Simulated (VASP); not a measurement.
All values below come from PBEsol GGA, VASP's PBE PAW potentials (set 64) (plane waves; VASP).

VASP ran on this input.

POSCAR:
```
CoGe2
1.0
  4.4156806317   0.0000000608   0.0000000000
 -2.2078407557   3.8240915012   0.0000000000
  0.0000000000   0.0000000000   2.5834770704
Co Ge
1 2
Cart
  0.0000000000   0.0000000000   0.0000000000
 -0.0000025011   2.5493956291   1.2917385352
  2.2078423771   1.2746959329   1.2917385352
```

**KPOINTS**
```
Automatic mesh
0
Gamma
7 7 11
0 0 0
```

**INCAR**
```
ALGO  =  Normal   # blocked Davidson
IBRION  =  2
ISMEAR  =  1   # Methfessel-Paxton
LREAL  =  .FALSE.
ISPIN  =  2   # spin-polarised
MAGMOM  =  3.0 0.0 0.0
SIGMA  =  0.1   # width (eV)
LORBIT  =  10
GGA  =  PS   # PBEsol
PREC  =  Accurate
LCHARG  =  .FALSE.
ENCUT  =  400   # plane-wave cut-off (eV)
NELM  =  100
SYSTEM  =  CoGe2
LWAVE  =  .FALSE.
EDIFF  =  1E-6
LASPH  =  .TRUE.   # aspherical one-centre terms
LMAXMIX  =  4   # l cut-off of mixed one-centre charges
ISIF  =  3
EDIFFG  =  -0.02   # ionic stop
NSW  =  60   # most ionic steps
```

POTCAR, in this order: Co Ge_d (PBE.64 set). Program: vasp_std.

Output

File OSZICAR:
```
       N       E                     dE             d eps       ncg     rms          rms(c)
DAV:   1     0.228730928486E+03    0.22873E+03   -0.15413E+04  5296   0.361E+03
DAV:   2     0.140560189830E+02   -0.21467E+03   -0.20912E+03  4632   0.580E+02
DAV:   3    -0.172224912347E+02   -0.31279E+02   -0.30907E+02  5440   0.157E+02
DAV:   4    -0.181368938341E+02   -0.91440E+00   -0.91257E+00  5240   0.330E+01
DAV:   5    -0.181619181773E+02   -0.25024E-01   -0.25011E-01  6768   0.466E+00    0.142E+01
DAV:   6    -0.296551912254E+02   -0.11493E+02   -0.74373E+01  4776   0.895E+01    0.386E+01
DAV:   7    -0.167424359646E+02    0.12913E+02   -0.21543E+01  4952   0.671E+01    0.928E+00
DAV:   8    -0.162252681201E+02    0.51717E+00   -0.38798E+00  5528   0.174E+01    0.187E+00
DAV:   9    -0.162314735606E+02   -0.62054E-02   -0.35419E-01  4936   0.446E+00    0.726E-01
DAV:  10    -0.162291763580E+02    0.22972E-02   -0.15712E-02  5952   0.114E+00    0.282E-01
DAV:  11    -0.162291154401E+02    0.60918E-04   -0.37271E-03  5808   0.509E-01    0.147E-01
DAV:  12    -0.162288730640E+02    0.24238E-03   -0.56377E-04  5568   0.180E-01    0.852E-02
DAV:  13    -0.162288177118E+02    0.55352E-04   -0.25185E-04  5448   0.164E-01    0.316E-02
DAV:  14    -0.162288199246E+02   -0.22128E-05   -0.28671E-05  4880   0.567E-02    0.170E-02
DAV:  15    -0.162288219068E+02   -0.19822E-05   -0.47717E-06  4416   0.210E-02    0.115E-02
DAV:  16    -0.162288218608E+02    0.46005E-07   -0.11629E-06  2576   0.146E-02
   1 F= -.16228822E+02 E0= -.16228979E+02  d E =-.162288E+02  mag=     1.3759
       N       E                     dE             d eps       ncg     rms          rms(c)
DAV:   1    -0.163329981690E+02   -0.10418E+00   -0.15936E+00  5832   0.168E+01    0.230E+00
DAV:   2    -0.164487356314E+02   -0.11574E+00   -0.11692E+00  4936   0.121E+01    0.536E+00
DAV:   3    -0.162545420241E+02    0.19419E+00   -0.75786E-01  4944   0.861E+00    0.948E-01
DAV:   4    -0.162365320828E+02    0.18010E-01   -0.48051E-02  6224   0.272E+00    0.281E-01
DAV:   5    -0.162362730597E+02    0.25902E-03   -0.62438E-03  5048   0.908E-01    0.123E-01
DAV:   6    -0.162361328752E+02    0.14018E-03   -0.60897E-04  6232   0.351E-01    0.764E-02
DAV:   7    -0.162360961660E+02    0.36709E-04   -0.76917E-05  5664   0.120E-01    0.299E-02
DAV:   8    -0.162360920848E+02    0.40812E-05   -0.13792E-05  4920   0.396E-02    0.116E-02
DAV:   9    -0.162360913984E+02    0.68635E-06   -0.10836E-06  2984   0.959E-03
   2 F= -.16236091E+02 E0= -.16236157E+02  d E =-.726954E-02  mag=     1.4079
       N       E                     dE             d eps       ncg     rms          rms(c)
DAV:   1    -0.163785447332E+02   -0.14245E+00   -0.23374E+00  5760   0.202E+01    0.281E+00
DAV:   2    -0.165600871251E+02   -0.18154E+00   -0.18570E+00  4952   0.147E+01    0.629E+00
DAV:   3    -0.162610133473E+02    0.29907E+00   -0.11339E+00  4944   0.105E+01    0.110E+00
DAV:   4    -0.162353680071E+02    0.25645E-01   -0.75028E-02  6264   0.323E+00    0.343E-01
DAV:   5    -0.162352146297E+02    0.15338E-03   -0.86427E-03  5000   0.103E+00    0.159E-01
DAV:   6    -0.162350121407E+02    0.20249E-03   -0.83473E-04  6408   0.377E-01    0.778E-02
DAV:   7    -0.162349600729E+02    0.52068E-04   -0.66616E-05  6408   0.105E-01    0.337E-02
DAV:   8    -0.162349535601E+02    0.65129E-05   -0.24765E-05  5992   0.594E-02    0.148E-02
DAV:   9    -0.162349523878E+02    0.11723E-05   -0.26085E-06  3848   0.169E-02    0.523E-03
DAV:  10    -0.162349521062E+02    0.28162E-06   -0.10920E-06  2496   0.142E-02
   3 F= -.16234952E+02 E0= -.16235418E+02  d E =-.613025E-02  mag=     1.4565
       N       E                     dE             d eps       ncg     rms          rms(c)
DAV:   1    -0.162898442383E+02   -0.54892E-01   -0.84809E-01  5744   0.117E+01    0.161E+00
DAV:   2    -0.163248112138E+02   -0.34967E-01   -0.46138E-01  4896   0.826E+00    0.354E+00
DAV:   3    -0.162480160222E+02    0.76795E-01   -0.30136E-01  4944   0.598E+00    0.757E-01
DAV:   4    -0.162375752513E+02    0.10441E-01   -0.24843E-02  6112   0.205E+00    0.218E-01
DAV:   5    -0.162372682789E+02    0.30697E-03   -0.35829E-03  5168   0.723E-01    0.838E-02
DAV:   6    -0.162372030830E+02    0.65196E-04   -0.33750E-04  6184   0.263E-01    0.509E-02
DAV:   7    -0.162371901570E+02    0.12926E-04   -0.31730E-05  5624   0.807E-02    0.221E-02
DAV:   8    -0.162371884697E+02    0.16873E-05   -0.80670E-06  4752   0.272E-02    0.863E-03
DAV:   9    -0.162371882576E+02    0.21206E-06   -0.90509E-07  2440   0.108E-02
   4 F= -.16237188E+02 E0= -.16237464E+02  d E =-.836640E-02  mag=     1.4343
       N       E                     dE             d eps       ncg     rms          rms(c)
DAV:   1    -0.162375525999E+02   -0.36413E-03   -0.56630E-03  5768   0.973E-01    0.137E-01
DAV:   2    -0.162378515412E+02   -0.29894E-03   -0.36576E-03  4904   0.722E-01    0.275E-01
DAV:   3    -0.162372694032E+02    0.58214E-03   -0.23921E-03  4928   0.515E-01    0.571E-02
DAV:   4    -0.162372020063E+02    0.67397E-04   -0.16955E-04  6128   0.168E-01    0.153E-02
DAV:   5    -0.162372016403E+02    0.36601E-06   -0.20448E-05  5064   0.532E-02    0.755E-03
DAV:   6    -0.162372007786E+02    0.86171E-06   -0.18352E-06  2584   0.219E-02
   5 F= -.16237201E+02 E0= -.16237512E+02  d E =-.837892E-02  mag=     1.4371
       N       E                     dE             d eps       ncg     rms          rms(c)
DAV:   1    -0.162809402093E+02   -0.43739E-01   -0.62828E-01  5584   0.117E+01    0.159E+00
DAV:   2    -0.163523806981E+02   -0.71440E-01   -0.60027E-01  4864   0.889E+00    0.409E+00
DAV:   3    -0.162442125296E+02    0.10817E+00   -0.36369E-01  5080   0.648E+00    0.632E-01
DAV:   4    -0.162384760660E+02    0.57365E-02   -0.21971E-02  5960   0.170E+00    0.346E-01
DAV:   5    -0.162374117981E+02    0.10643E-02   -0.34446E-03  5416   0.709E-01    0.148E-01
DAV:   6    -0.162372463513E+02    0.16545E-03   -0.57775E-04  6304   0.318E-01    0.452E-02
DAV:   7    -0.162372322167E+02    0.14135E-04   -0.38573E-05  5568   0.708E-02    0.200E-02
DAV:   8    -0.162372307767E+02    0.14401E-05   -0.57407E-06  4792   0.265E-02    0.899E-03
DAV:   9    -0.162372303549E+02    0.42173E-06   -0.61541E-07  2384   0.887E-03
   6 F= -.16237230E+02 E0= -.16237621E+02  d E =-.295763E-04  mag=     1.4395
       N       E                     dE             d eps       ncg     rms          rms(c)
DAV:   1    -0.162487211934E+02   -0.11490E-01   -0.15690E-01  5568   0.596E+00    0.808E-01
DAV:   2    -0.162650115243E+02   -0.16290E-01   -0.16153E-01  4896   0.453E+00    0.174E+00
DAV:   3    -0.162396167065E+02    0.25395E-01   -0.10092E-01  4896   0.324E+00    0.295E-01
DAV:   4    -0.162378973641E+02    0.17193E-02   -0.51423E-03  6192   0.897E-01    0.127E-01
DAV:   5    -0.162378315462E+02    0.65818E-04   -0.52324E-04  5376   0.297E-01    0.500E-02
DAV:   6    -0.162377990433E+02    0.32503E-04   -0.81528E-05  6392   0.141E-01    0.197E-02
DAV:   7    -0.162377944245E+02    0.46188E-05   -0.75167E-06  5312   0.363E-02    0.742E-03
DAV:   8    -0.162377940147E+02    0.40972E-06   -0.11721E-06  2560   0.153E-02
   7 F= -.16237794E+02 E0= -.16238189E+02  d E =-.593236E-03  mag=     1.4379
```

**OUTCAR**
```
------------------------ aborting loop because EDIFF is reached ----------------------------------------
  FORCE on cell =-STRESS in cart. coord.  units (eV):
  Direction    XX          YY          ZZ          XY          YZ          ZX
  --------------------------------------------------------------------------------------
  Total       -0.0480231     -0.0480231     -0.0013318      0.0000000     -0.0000000      0.0000000
  in kB       -1.7431365     -1.7431364     -0.0483398      0.0000002     -0.0000000      0.0000000
  external PRESSURE =      -1.1782042 kB  Pullay stress =       0.0000000 kB
  volume of cell :       44.14
      direct lattice vectors                 reciprocal lattice vectors
     4.471217075  0.000000056 -0.000000000     0.223652750  0.129126005 -0.000000000
    -2.235608988  3.872187472 -0.000000000    -0.000000003  0.258251957 -0.000000000
     0.000000000  0.000000000  2.549454407     0.000000000  0.000000000  0.392240786
 POSITION                                       TOTAL-FORCE (eV/Angst)
 -----------------------------------------------------------------------------------
      0.00000      0.00000      2.54945        -0.000000     -0.000000     -0.000000
     -0.00000      2.58146      1.27473         0.000000     -0.000000      0.000000
      2.23561      1.29073      1.27473        -0.000000      0.000000     -0.000000
 -----------------------------------------------------------------------------------
    total drift:                                0.000000      0.000000      0.000000
  FREE ENERGIE OF THE ION-ELECTRON SYSTEM (eV)
  ---------------------------------------------------
  free  energy   TOTEN  =       -16.2377940147 eV

  energy  without entropy=      -16.2389786875  energy(sigma->0) =      -16.23818891

 total charge

# of ion       s       p       d       tot
------------------------------------------
    1        0.346   0.297   7.353   7.996
    2        1.195   1.113  10.077  12.384
    3        1.195   1.113  10.077  12.384
--------------------------------------------------
tot          2.736   2.522  27.507  32.765

 magnetization (x)

# of ion       s       p       d       tot
------------------------------------------
    1        0.003   0.004   1.375   1.381
    2        0.006   0.026  -0.003   0.029
    3        0.006   0.026  -0.003   0.029
--------------------------------------------------
tot          0.015   0.055   1.370   1.440

 reached required accuracy - stopping structural energy minimisation
```
(Selected blocks of OUTCAR.)

File CONTCAR:
```
CoGe2
   1.00000000000000
     4.4712170753189380    0.0000000559570654   -0.0000000000000000
    -2.2356089878978480    3.8721874719779938   -0.0000000000000000
     0.0000000000000000    0.0000000000000000    2.5494544067095517
  Co              Ge
     1     2
Direct
     0.0000000000000000    0.0000000000000000    1.0000000000000000
     0.3333330000000032    0.6666669999999968    0.5000000000000000
     0.6666669999999968    0.3333330000000032    0.5000000000000000
```

File OUTCAR:
```
 val. band max:        8.7550401475   @ k =   0.2857   0.0000   0.4545

 cond. band min:       8.7578386370   @ k =   0.4286   0.1429   0.0909


 Fermi energy:         8.7559210810

 spin component 1

 k-point     1 :       0.0000    0.0000    0.0000
  band No.  band energies     occupation
      1     -16.2941      1.00000
      2     -16.1807      1.00000
      3     -16.1084      1.00000
      4     -16.1084      1.00000
      5     -16.0203      1.00000
      6     -16.0203      1.00000
      7     -15.9996      1.00000
      8     -15.9996      1.00000
      9     -15.9351      1.00000
     10     -15.9351      1.00000
     11      -5.2874      1.00000
     12       2.3739      1.00000
     13       3.7251      1.00000
     14       3.7252      1.00000
     15       5.3173      1.00000
     16       7.2855      1.00000
     17       7.2855      1.00000
     18       7.4326      1.00000
     19       7.4327      1.00000
     20       8.4350      1.00003
     21       8.4350      1.00003
     22      10.3111     -0.00000
     23      16.5905      0.00000
     24      20.8920      0.00000

 k-point     2 :       0.1429    0.0000    0.0000
  band No.  band energies     occupation
      1     -16.2911      1.00000
      2     -16.1925      1.00000
      3     -16.1247      1.00000
      4     -16.1097      1.00000
      5     -16.0105      1.00000
      6     -16.0027      1.00000
      7     -16.0007      1.00000
      8     -15.9973      1.00000
      9     -15.9375      1.00000
     10     -15.9340      1.00000
     11      -5.0996      1.00000
     12       1.1062      1.00000
     13       3.6079      1.00000
     14       4.7608      1.00000
     15       5.2881      1.00000
     16       6.6363      1.00000
     17       6.9821      1.00000
     18       7.2776      1.00000
     19       7.2848      1.00000
     20       8.9814     -0.00323
     21       9.3769     -0.00000
     22      11.6183      0.00000
...
```

The structure was generated: CoGe2 was put into the AlB2 type (P6/mmm), which need not be its known phase. This run relaxes it. Symmetry was kept, so distortions that lower it aren't found. The start is the result of an earlier pass.
